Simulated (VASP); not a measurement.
Method: LDA (Ceperley-Alder, Perdew-Zunger), VASP's LDA PAW potentials (set 64) (plane waves; VASP 6.6.1).

The input files of a VASP run:

### POSCAR
```
WSe2
1
    3.3166100000     0.0000000000     0.0000000000
   -1.6583050000     2.8722690000     0.0000000000
    0.0000000000     0.0000000000    13.7234530000
W Se
2 4
Direct
  0.6666670000   0.3333330000   0.7500000000
  0.3333330000   0.6666670000   0.2500000000
  0.3333330000   0.6666670000   0.8710000000
  0.6666670000   0.3333330000   0.1290000000
  0.6666670000   0.3333330000   0.3710000000
  0.3333330000   0.6666670000   0.6290000000
```

**INCAR**
```
SYSTEM = WSe2
PREC = Accurate
ENCUT = 300
EDIFF = 1E-6
NELM = 100
ALGO = Normal
LREAL = .FALSE.
LASPH = .TRUE.
ISMEAR = 0
SIGMA = 0.01
LMAXMIX = 6
LWAVE = .FALSE.
LCHARG = .FALSE.
ISIF = 2
```

KPOINTS:
```
Automatic mesh
0
Gamma
9 9 2
0 0 0
```

POTCAR, in this order: W_sv Se (LDA.64 set). Program: vasp_std.

The resulting files:

OSZICAR:
```
       N       E                     dE             d eps       ncg     rms          rms(c)
DAV:   1     0.384161086110E+03    0.38416E+03   -0.21880E+04  1728   0.109E+03
DAV:   2    -0.272265523028E+02   -0.41139E+03   -0.40287E+03  1868   0.338E+02
DAV:   3    -0.498906602803E+02   -0.22664E+02   -0.22513E+02  1831   0.768E+01
DAV:   4    -0.504373197917E+02   -0.54666E+00   -0.54520E+00  1892   0.119E+01
DAV:   5    -0.504503510554E+02   -0.13031E-01   -0.13024E-01  1897   0.173E+00    0.297E+01
DAV:   6    -0.487962533613E+02    0.16541E+01   -0.11252E+01  1682   0.181E+01    0.106E+01
DAV:   7    -0.485416101365E+02    0.25464E+00   -0.46917E+00  1718   0.905E+00    0.568E+00
DAV:   8    -0.483618322326E+02    0.17978E+00   -0.70853E-01  1969   0.457E+00    0.117E+00
DAV:   9    -0.483613730590E+02    0.45917E-03   -0.60447E-02  1926   0.117E+00    0.674E-01
DAV:  10    -0.483600314260E+02    0.13416E-02   -0.16267E-02  1945   0.822E-01    0.214E-01
DAV:  11    -0.483598446597E+02    0.18677E-03   -0.23686E-03  1910   0.285E-01    0.128E-01
DAV:  12    -0.483598286221E+02    0.16038E-04   -0.79271E-05  1876   0.441E-02    0.947E-02
DAV:  13    -0.483598134262E+02    0.15196E-04   -0.12112E-04  1905   0.607E-02    0.428E-03
DAV:  14    -0.483598137989E+02   -0.37271E-06   -0.28856E-06  1558   0.103E-02
   1 F= -.48359814E+02 E0= -.48359814E+02  d E =-.495639E-54
```

### OUTCAR
```
------------------------ aborting loop because EDIFF is reached ----------------------------------------
  FORCE on cell =-STRESS in cart. coord.  units (eV):
  Direction    XX          YY          ZZ          XY          YZ          ZX
  --------------------------------------------------------------------------------------
  Total       -4.2320158     -4.2320172     -2.7125176      0.0000000      0.0000000     -0.0000000
  in kB      -51.8650673    -51.8650848    -33.2430016      0.0000000      0.0000000     -0.0000000
  external PRESSURE =     -45.6577179 kB  Pullay stress =       0.0000000 kB
  volume of cell :      130.73
      direct lattice vectors                 reciprocal lattice vectors
     3.316610000  0.000000000  0.000000000     0.301512689  0.174078403  0.000000000
    -1.658305000  2.872269000  0.000000000     0.000000000  0.348156806  0.000000000
     0.000000000  0.000000000 13.723453000     0.000000000  0.000000000  0.072867958
 POSITION                                       TOTAL-FORCE (eV/Angst)
 -----------------------------------------------------------------------------------
      1.65831      0.95742     10.29259        -0.000000     -0.000000      0.000000
     -0.00000      1.91485      3.43086         0.000000      0.000000      0.000000
     -0.00000      1.91485     11.95313         0.000000     -0.000000     -0.184470
      1.65831      0.95742      1.77033        -0.000000      0.000000      0.184470
      1.65831      0.95742      5.09140        -0.000000      0.000000     -0.184470
     -0.00000      1.91485      8.63205         0.000000      0.000000      0.184470
 -----------------------------------------------------------------------------------
    total drift:                                0.000555     -0.000320      0.000743
  FREE ENERGIE OF THE ION-ELECTRON SYSTEM (eV)
  ---------------------------------------------------
  free  energy   TOTEN  =       -48.3598137989 eV

  energy  without entropy=      -48.3598137989  energy(sigma->0) =      -48.35981380
```
(Selected blocks of OUTCAR.)

At this cut-off the stress carries a Pulay error, which pulls relaxed volumes low.

The structure comes from a computed database's WSe2 entry; how it stands against other phases isn't given here. The cell was not relaxed at this level.
